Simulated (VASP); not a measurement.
OSZICAR of a VASP run on CdF$_{2}$ (fluorite):

**OSZICAR**
```
       N       E                     dE             d eps       ncg     rms          rms(c)
DAV:   1     0.168628061624E+03    0.16863E+03   -0.16083E+04   736   0.156E+03
DAV:   2    -0.347507784455E+02   -0.20338E+03   -0.19823E+03   767   0.384E+02
DAV:   3    -0.431807304831E+02   -0.84300E+01   -0.84104E+01   745   0.879E+01
DAV:   4    -0.432226131052E+02   -0.41883E-01   -0.41877E-01   772   0.606E+00
DAV:   5    -0.432227513993E+02   -0.13829E-03   -0.13829E-03   752   0.317E-01    0.842E+00
DAV:   6    -0.335582850813E+02    0.96645E+01   -0.53701E+00   689   0.505E+01    0.995E+00
DAV:   7    -0.334777495003E+02    0.80536E-01   -0.21892E+00   681   0.163E+01    0.448E+00
DAV:   8    -0.347203343890E+02   -0.12426E+01   -0.55748E-01   680   0.102E+01    0.217E+00
DAV:   9    -0.332398399427E+02    0.14805E+01   -0.44764E-01   680   0.744E+00    0.806E-01
DAV:  10    -0.336813272235E+02   -0.44149E+00   -0.45649E-01   680   0.668E+00    0.224E-01
DAV:  11    -0.337085312504E+02   -0.27204E-01   -0.11693E-02   684   0.139E+00    0.206E-01
DAV:  12    -0.336919912328E+02    0.16540E-01   -0.14911E-02   680   0.149E+00    0.248E-01
DAV:  13    -0.337106826443E+02   -0.18691E-01   -0.10932E-02   680   0.124E+00    0.614E-02
DAV:  14    -0.337111277549E+02   -0.44511E-03   -0.17360E-04   704   0.147E-01    0.351E-02
DAV:  15    -0.337112381614E+02   -0.11041E-03   -0.32689E-05   703   0.674E-02    0.254E-02
DAV:  16    -0.337114510803E+02   -0.21292E-03   -0.15766E-04   685   0.139E-01    0.107E-02
DAV:  17    -0.337114674108E+02   -0.16330E-04   -0.12490E-05   684   0.403E-02    0.578E-03
DAV:  18    -0.337114675085E+02   -0.97695E-07   -0.19451E-06   702   0.155E-02    0.199E-03
DAV:  19    -0.337114683824E+02   -0.87392E-06   -0.52451E-07   685   0.903E-03    0.139E-03
DAV:  20    -0.337114690554E+02   -0.67295E-06   -0.13094E-07   524   0.439E-03    0.498E-04
DAV:  21    -0.337114689368E+02    0.11851E-06   -0.12789E-08   370   0.146E-03    0.254E-04
DAV:  22    -0.337114690011E+02   -0.64286E-07   -0.18337E-09   344   0.535E-04
   1 F= -.33711469E+02 E0= -.33711469E+02  d E =-.236232E-14
```

Which electronic solver shows in the log?

It is blocked Davidson (ALGO = Normal, or the opening steps of other solvers). The INCAR had ALGO = Normal.

Can the final energy be trusted as converged?

The calculation finished and met its thresholds. It stopped with EDIFF = 1E-7, NELM = 100 (r2SCAN meta-GGA, plane waves, VASP's PBE PAW potentials (set 64)).

The compound is CdF2 in the fluorite structure. This cell is one point of a volume scan, at 1.03 of the reference volume.
